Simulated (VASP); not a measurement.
# Zn2C in VASP: relaxing the cell

Where does Zn2C (antifluorite) come to rest with PBE? The results are then set beside those of Ansatz 0.2.0 from the same starts. This is a trial cell built on a prototype, not taken from a measured structure, and it needn't be the compound's ground state.

Code: VASP 6.6.1. PAW datasets, plane waves, zero pressure. Values at 0 K without nuclear motion; spin polarisation is off, and the phase may be a hypothetical one.

### 1 The structure to begin with

Space group Fm-3m (No. 225), cubic; conventional cell a = 4.561 Å, 7.91 Å³ an atom. Around C lie 8 Zn at 1.97 Å; around Zn lie 4 C at 1.97 Å.

Coordinates:

Space group Fm-3m (No. 225). a = 4.561 Å, b = 4.561 Å, c = 4.561 Å, α = 90.00°, β = 90.00°, γ = 90.00°
| atom | site | symmetry | x | y | z |
| --- | --- | --- | --- | --- | --- |
| C | 4a | m-3m | 0.0000 | 0.0000 | 0.0000 |
| Zn | 8c | -43m | 0.2500 | 0.7500 | 0.7500 |

### 2 Relaxing with PBE

The input, INCAR:

```
ENCUT = 600.000000
SIGMA = 0.020000
EDIFF = 1.00e-07
EDIFFG = -5.00e-03
GGA = PE
PREC = Accurate
IBRION = 2
ISIF = 3
ISMEAR = -1
NBANDS = 21
NELM = 120
NSW = 40
LASPH = .TRUE.
LCHARG = .FALSE.
LWAVE = .FALSE.
LREAL = .FALSE.
```

The input, KPOINTS:

```
KPOINTS created by Atomic Simulation Environment
0
Gamma
8 8 8
0 0 0
```

The input, POSCAR:

```
C  Zn
 1.0000000000000000
     0.0000000000000000    2.2804873752999999    2.2804873752999999
     2.2804873752999999    0.0000000000000000    2.2804873752999999
     2.2804873752999999    2.2804873752999999    0.0000000000000000
 C   Zn
   1   2
Cartesian
  0.0000000000000000  0.0000000000000000  0.0000000000000000
  1.1402436876499999  1.1402436876499999  1.1402436876499999
  3.4207310629499998  3.4207310629499998  3.4207310629499998
```

Potentials: the recommended PBE PAW datasets, 28 valence electrons in the neutral cell.

Run with:

```console
$ mpirun -np 1 vasp_std
```

The first run moved the cell so far that it was started again from its end, on a fresh basis. The second run's POSCAR:

```
C  Zn
 1.0000000000000000
    -0.0000000000000000    2.6060162324493623    2.6060162324493623
     2.6060162324493623    0.0000000000000000    2.6060162324493623
     2.6060162324493623    2.6060162324493623   -0.0000000000000000
 C   Zn
   1   2
Cartesian
  0.0000000000000000  0.0000000000000000  0.0000000000000000
  1.3030081162246812  1.3030081162246812  1.3030081162246812
  3.9090243486740435  3.9090243486740435  3.9090243486740435
```

The files below are the second run's.

Standard output, without the iteration lines:

```text
POSCAR found type information on POSCAR C Zn
 POSCAR found :  2 types and       3 ions
 LDA part: xc-table for (Slater+PW92), standard interpolation
 POSCAR, INCAR and KPOINTS ok, starting setup
 FFT: planning ... GRIDC
 FFT: planning ... GRID_SOFT
 FFT: planning ... GRID
 WAVECAR not read
 WARNING: random wavefunctions but no delay for mixing, default for NELMDL
 entering main loop
 curvature:   0.00 expect dE= 0.000E+00 dE for cont linesearch  0.000E+00
 search vector abs. value=  0.933E-04
 bond charge predicted
 bond charge predicted
 curvature:  -0.35 expect dE=-0.606E-08 dE for cont linesearch -0.606E-08
 search vector abs. value=  0.173E-07
 reached required accuracy - stopping structural energy minimisation
```

OSZICAR:

```text
N       E                     dE             d eps       ncg     rms          rms(c)
DAV:   1     0.158116507861E+03    0.15812E+03   -0.15440E+04  1218   0.227E+03
DAV:   2     0.627877234811E+00   -0.15749E+03   -0.15114E+03  1243   0.364E+02
DAV:   3    -0.109484797649E+02   -0.11576E+02   -0.11325E+02  1388   0.956E+01
DAV:   4    -0.111514807222E+02   -0.20300E+00   -0.20274E+00  1288   0.121E+01
DAV:   5    -0.111527246608E+02   -0.12439E-02   -0.12439E-02  1403   0.888E-01    0.945E+00
DAV:   6    -0.927841825345E+01    0.18743E+01   -0.49797E+00  1810   0.497E+01    0.673E+00
DAV:   7    -0.928494173805E+01   -0.65235E-02   -0.80275E-01  1360   0.110E+01    0.355E+00
DAV:   8    -0.927007135713E+01    0.14870E-01   -0.52294E-02  1333   0.157E+00    0.104E+00
DAV:   9    -0.926797561378E+01    0.20957E-02   -0.31017E-03  1632   0.598E-01    0.141E-01
DAV:  10    -0.926795396624E+01    0.21648E-04   -0.10165E-03  1756   0.278E-01    0.599E-02
DAV:  11    -0.926798434014E+01   -0.30374E-04   -0.17704E-04  1308   0.114E-01    0.193E-02
DAV:  12    -0.926798412800E+01    0.21214E-06   -0.61035E-06  1343   0.254E-02    0.112E-02
DAV:  13    -0.926798352382E+01    0.60418E-06   -0.61017E-07  1378   0.620E-03    0.303E-03
DAV:  14    -0.926798333942E+01    0.18440E-06   -0.44287E-07  1272   0.513E-03    0.561E-04
DAV:  15    -0.926798333179E+01    0.76379E-08   -0.10314E-07   937   0.187E-03
   1 F= -.92679833E+01 E0= -.92679087E+01  d E =-.926798E+01
       N       E                     dE             d eps       ncg     rms          rms(c)
DAV:   1    -0.926953162757E+01   -0.15483E-02   -0.16537E-02  1383   0.260E+00    0.278E-01
DAV:   2    -0.926820290187E+01    0.13287E-02   -0.43522E-03  1371   0.165E+00    0.106E-01
DAV:   3    -0.926805985515E+01    0.14305E-03   -0.97153E-05  1330   0.108E-01    0.533E-02
DAV:   4    -0.926801337046E+01    0.46485E-04   -0.10751E-05  1746   0.650E-02    0.173E-02
DAV:   5    -0.926800730567E+01    0.60648E-05   -0.55257E-06  1950   0.319E-02    0.137E-03
DAV:   6    -0.926800742530E+01   -0.11963E-06   -0.10273E-06  1293   0.802E-03    0.915E-04
DAV:   7    -0.926800773254E+01   -0.30724E-06   -0.40603E-08   669   0.452E-03    0.476E-04
DAV:   8    -0.926800774115E+01   -0.86102E-08   -0.29041E-08   674   0.325E-03
   2 F= -.92680077E+01 E0= -.92679331E+01  d E =-.244094E-04
       N       E                     dE             d eps       ncg     rms          rms(c)
DAV:   1    -0.926817065610E+01   -0.16292E-03   -0.17116E-03  1388   0.835E-01    0.895E-02
DAV:   2    -0.926803267367E+01    0.13798E-03   -0.45534E-04  1379   0.536E-01    0.341E-02
DAV:   3    -0.926801906133E+01    0.13612E-04   -0.10318E-05  1379   0.365E-02    0.171E-02
DAV:   4    -0.926801471986E+01    0.43415E-05   -0.11378E-06  1718   0.211E-02    0.562E-03
DAV:   5    -0.926801416302E+01    0.55684E-06   -0.53649E-07  1601   0.104E-02    0.416E-04
DAV:   6    -0.926801415316E+01    0.98507E-08   -0.13775E-07   819   0.325E-03
   3 F= -.92680142E+01 E0= -.92679395E+01  d E =-.308214E-04
```

OUTCAR, selected sections:

```text
k-points           NKPTS =     29   k-points in BZ     NKDIM =     29   number of bands    NBANDS=     21

   NELECT =      28.0000    total number of electrons

   dimension x,y,z NGX =    30 NGY =   30 NGZ =   30
   dimension x,y,z NGXF=    60 NGYF=   60 NGZF=   60

  energy-cutoff  :      600.00
  volume of cell :       35.45
      direct lattice vectors                 reciprocal lattice vectors
    -0.000000000  2.607266579  2.607266579    -0.191771721  0.191771721  0.191771721
     2.607266579  0.000000000  2.607266579     0.191771721 -0.191771721  0.191771721
     2.607266579  2.607266579  0.000000000     0.191771721  0.191771721 -0.191771721

 k-points in reciprocal lattice and weights: KPOINTS created by Atomic Simulation Env
   0.00000000  0.00000000  0.00000000       0.002
   0.12500000  0.00000000  0.00000000       0.016
   0.25000000  0.00000000  0.00000000       0.016
   0.37500000  0.00000000  0.00000000       0.016
   0.50000000  0.00000000  0.00000000       0.008
   0.12500000  0.12500000  0.00000000       0.012
   0.25000000  0.12500000  0.00000000       0.047
   0.37500000  0.12500000  0.00000000       0.047
[... 21 more k-points ...]

 E-fermi :   4.3966

 k-point     1 :       0.0000    0.0000    0.0000
  band No.  band energies     occupation
      1      -9.3949      2.00000
      2      -4.1775      2.00000
      3      -4.1775      2.00000
      4      -4.1775      2.00000
      5      -3.9972      2.00000
      6      -3.9972      2.00000
      7      -2.7447      2.00000
      8      -2.7447      2.00000
      9      -2.7447      2.00000
     10      -2.4058      2.00000
     11      -2.4058      2.00000
     12       4.1537      1.99999
     13       4.3828      1.33338
     14       4.3828      1.33337
     15       4.3828      1.33336
     16       8.5291      0.00000
     17       8.5291      0.00000
     18       8.5291      0.00000
     19      13.3861      0.00000
     20      15.2922      0.00000
     21      15.2922      0.00000

 k-point     2 :       0.1250    0.0000    0.0000
  band No.  band energies     occupation
      1      -9.1975      2.00000
      2      -4.1865      2.00000
      3      -4.1317      2.00000
      4      -4.1317      2.00000
      5      -3.9397      2.00000
      6      -3.9397      2.00000
      7      -2.7898      2.00000
      8      -2.7764      2.00000
      9      -2.7764      2.00000
     10      -2.4824      2.00000
     11      -2.4824      2.00000
     12       2.6302      2.00000
     13       4.1406      1.99999
     14       4.1406      1.99999
     15       5.1843      0.00000
     16       8.3498      0.00000
     17       8.9415      0.00000
     18       8.9415      0.00000
     19      14.0498      0.00000
     20      14.3726      0.00000
     21      14.3726      0.00000

 k-point     3 :       0.2500    0.0000    0.0000
  band No.  band energies     occupation
      1      -8.6523      2.00000
      2      -4.1769      2.00000
      3      -4.0039      2.00000
      4      -4.0039      2.00000
      5      -3.7762      2.00000
      6      -3.7762      2.00000
      7      -2.8977      2.00000
      8      -2.8724      2.00000
      9      -2.8724      2.00000
     10      -2.6902      2.00000
     11      -2.6902      2.00000
     12       0.5614      2.00000
     13       3.7030      2.00000
     14       3.7030      2.00000
     15       5.3081      0.00000
     16       8.8683      0.00000
     17       9.5479      0.00000
     18       9.5479      0.00000
     19      13.3553      0.00000
     20      13.9136      0.00000
     21      13.9136      0.00000

[... the tables of k-points 4 to 29 left out ...]

  Total       -0.0005977     -0.0005977     -0.0005977      0.0000000      0.0000000     -0.0000000
  in kB       -0.0270145     -0.0270145     -0.0270145      0.0000000      0.0000000     -0.0000000
  external PRESSURE =      -0.0270145 kB  Pullay stress =       0.0000000 kB

 POSITION                                       TOTAL-FORCE (eV/Angst)
 -----------------------------------------------------------------------------------
      0.00000      0.00000      0.00000         0.000000      0.000000      0.000000
      1.30363      1.30363      1.30363         0.000000      0.000000      0.000000
      3.91090      3.91090      3.91090        -0.000000     -0.000000     -0.000000
 -----------------------------------------------------------------------------------
    total drift:                               -0.000000      0.000000      0.000000

  FREE ENERGIE OF THE ION-ELECTRON SYSTEM (eV)
  ---------------------------------------------------
  free  energy   TOTEN  =        -9.2680141532 eV

  energy  without entropy=       -9.2678649151  energy(sigma->0) =       -9.26793953
```

CONTCAR

```
C  Zn
   1.00000000000000
    -0.0000000000000000    2.6072665792571854    2.6072665792571854
     2.6072665792571854    0.0000000000000000    2.6072665792571854
     2.6072665792571854    2.6072665792571854    0.0000000000000000
  C               Zn
     1     2
Direct
     0.0000000000000000    0.0000000000000000    0.0000000000000000
     0.2500000000000000    0.2500000000000000    0.2500000000000000
     0.7500000000000000    0.7500000000000000    0.7500000000000000

  0.00000000E+00  0.00000000E+00  0.00000000E+00
  0.00000000E+00  0.00000000E+00  0.00000000E+00
  0.00000000E+00  0.00000000E+00  0.00000000E+00
```

Hardware: 1 MPI rank of Intel Xeon Platinum 8488C, shared host.

The path of the relaxation:

```csv
step,energy change (meV/atom),largest force (eV/Å),pressure (GPa),volume (Å³/atom)
1,0.0,0.0000,0.20,11.799
2,0.0,0.0000,-0.08,11.824
3,0.0,0.0000,0.00,11.816
```

```
                       before   after    change
                a (Å)   4.561   5.215  +14.33 %
     volume (Å³/atom)   7.907  11.816  +49.44 %
shortest distance (Å)   1.975   2.258  +14.33 %
          space group   Fm-3m   Fm-3m      same
```

### 3 What came out

| level | a (Å) | volume (Å³/atom) | space group | Ansatz: volume (Å³/atom) |
| --- | --- | --- | --- | --- |
| PBE | 5.215 | 11.816 | Fm-3m | 11.775 |

What this shows: The PBE run changed the volume by +49.4 % from its own start of 7.91 Å³/atom. The two programs differ by at most 0.34 % in volume. Each program uses its own PAW datasets and cutoff.
